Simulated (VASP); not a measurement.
Computed with PBE GGA with D3 dispersion (zero damping), VASP's PBE PAW potentials (set 64) (plane waves; VASP).

The input files of a VASP run:

KPOINTS:
```
Automatic
0
gamma
11 11 11
0 0 0
```

**INCAR**
```
! general
SYSTEM  = NiSi2
PREC    = Accurate
ENCUT   = 520   ! plane-wave cut-off (eV)
LREAL   = .FALSE.
LASPH   = .TRUE.   ! aspherical one-centre terms

! electronic loop
EDIFF   = 1E-7   ! SCF stop (eV)
NELM    = 100
ALGO    = Normal
LMAXMIX = 4   ! l cut-off of mixed one-centre charges

! smearing
ISMEAR  = -5   ! tetrahedra, Bloechl

! functional
GGA     = PE   ! PBE
IVDW    = 11

! ions
ISIF    = 2

! output
LWAVE   = .FALSE.
LCHARG  = .TRUE.
LORBIT  = 11
NEDOS   = 601   ! DOS grid

! other
LEFG    = .TRUE.
```

File POSCAR:
```
NiSi2
3.8212270
  0.0000000000   0.7071067688   0.7071067688
  0.7071067688   0.0000000000   0.7071067688
  0.7071067688   0.7071067688   0.0000000000
Si Ni
2 1
Cartesian
  0.3535533844   0.3535533844   0.3535533844
  1.0606601533   1.0606601533   1.0606601533
  0.0000000000   0.0000000000   0.0000000000
```

POTCAR, in this order: Si Ni (PBE.64 set). Program: vasp_std.

Output of the run:

File OSZICAR:
```
       N       E                     dE             d eps       ncg     rms          rms(c)
DAV:   1     0.722419997670E+02    0.72242E+02   -0.79435E+03  1461   0.141E+03
DAV:   2    -0.149630846168E+02   -0.87205E+02   -0.82499E+02  1491   0.255E+02
DAV:   3    -0.193061811584E+02   -0.43431E+01   -0.42302E+01  1880   0.628E+01
DAV:   4    -0.193966242230E+02   -0.90443E-01   -0.90344E-01  1691   0.848E+00
DAV:   5    -0.193990954348E+02   -0.24712E-02   -0.24744E-02  1916   0.150E+00    0.165E+01
DAV:   6    -0.240716584774E+02   -0.46726E+01   -0.54706E+01  1610   0.184E+02    0.251E+01
DAV:   7    -0.174673116730E+02    0.66043E+01   -0.15924E+01  1746   0.115E+02    0.399E+00
DAV:   8    -0.174029641004E+02    0.64348E-01   -0.22606E+00  2171   0.255E+01    0.267E+00
DAV:   9    -0.173617329768E+02    0.41231E-01   -0.29572E-01  1798   0.112E+01    0.639E-01
DAV:  10    -0.173592015171E+02    0.25315E-02   -0.12856E-02  1939   0.255E+00    0.254E-01
DAV:  11    -0.173593907352E+02   -0.18922E-03   -0.11462E-03  1734   0.271E-01    0.480E-02
DAV:  12    -0.173594668282E+02   -0.76093E-04   -0.76334E-05  1987   0.165E-01    0.261E-02
DAV:  13    -0.173594317947E+02    0.35033E-04   -0.30323E-05  1840   0.127E-01    0.894E-03
DAV:  14    -0.173594279362E+02    0.38585E-05   -0.30639E-06  2256   0.197E-02    0.574E-03
DAV:  15    -0.173594331254E+02   -0.51892E-05   -0.10080E-06  2056   0.246E-02    0.541E-04
DAV:  16    -0.173594335530E+02   -0.42758E-06   -0.73774E-08   993   0.228E-03    0.110E-04
DAV:  17    -0.173594334689E+02    0.84141E-07   -0.69777E-09   948   0.145E-03
   1 F= -.18244646E+02 E0= -.18244646E+02  d E =0.000000E+00
```

File OUTCAR:
```
------------------------ aborting loop because EDIFF is reached ----------------------------------------
 Edisp (eV)   -0.88521
  FORCE on cell =-STRESS in cart. coord.  units (eV):
  Direction    XX          YY          ZZ          XY          YZ          ZX
  --------------------------------------------------------------------------------------
  Total      -0.23204    -0.23204    -0.23204    -0.00000     0.00000    -0.00000
  in kB      -9.42260    -9.42260    -9.42260    -0.00000     0.00000    -0.00000
  external pressure =       -9.42 kB  Pullay stress =        0.00 kB
  volume of cell :       39.45
      direct lattice vectors                 reciprocal lattice vectors
     0.000000000  2.702015477  2.702015477    -0.185047053  0.185047053  0.185047053
     2.702015477  0.000000000  2.702015477     0.185047053 -0.185047053  0.185047053
     2.702015477  2.702015477  0.000000000     0.185047053  0.185047053 -0.185047053
 POSITION                                       TOTAL-FORCE (eV/Angst)
 -----------------------------------------------------------------------------------
      1.35101      1.35101      1.35101         0.000000      0.000000      0.000000
      4.05302      4.05302      4.05302        -0.000000     -0.000000     -0.000000
      0.00000      0.00000      0.00000        -0.000000     -0.000000     -0.000000
 -----------------------------------------------------------------------------------
    total drift:                               -0.000000     -0.000000      0.000000
  FREE ENERGIE OF THE ION-ELECTRON SYSTEM (eV)
  ---------------------------------------------------
  free  energy   TOTEN  =       -18.2446461837 eV

  energy  without entropy=      -18.2446461837  energy(sigma->0) =      -18.24464618

 total charge

# of ion       s       p       d       tot
------------------------------------------
    1        0.738   0.847   0.000   1.585
    2        0.738   0.847   0.000   1.585
    3        0.559   0.805   8.447   9.811
--------------------------------------------------
tot          2.036   2.499   8.447  12.982

 Electric field gradients after diagonalization (V/A^2)
 (convention: |V_zz| > |V_xx| > |V_yy|)
----------------------------------------------------------------------
 ion       V_xx      V_yy      V_zz     asymmetry (V_yy - V_xx)/ V_zz
----------------------------------------------------------------------
   1       0.000     0.000    -0.000       0.000
   2       0.000     0.000    -0.000       0.000
   3      -0.002    -0.002     0.004       0.000
```
(Selected blocks of OUTCAR.)

For a metal the tetrahedron method with Blöchl corrections gives inexact stress and forces.

The compound is NiSi2 in the fluorite structure. It was relaxed first. The run is not spin-polarised, so no magnetic state was tried.
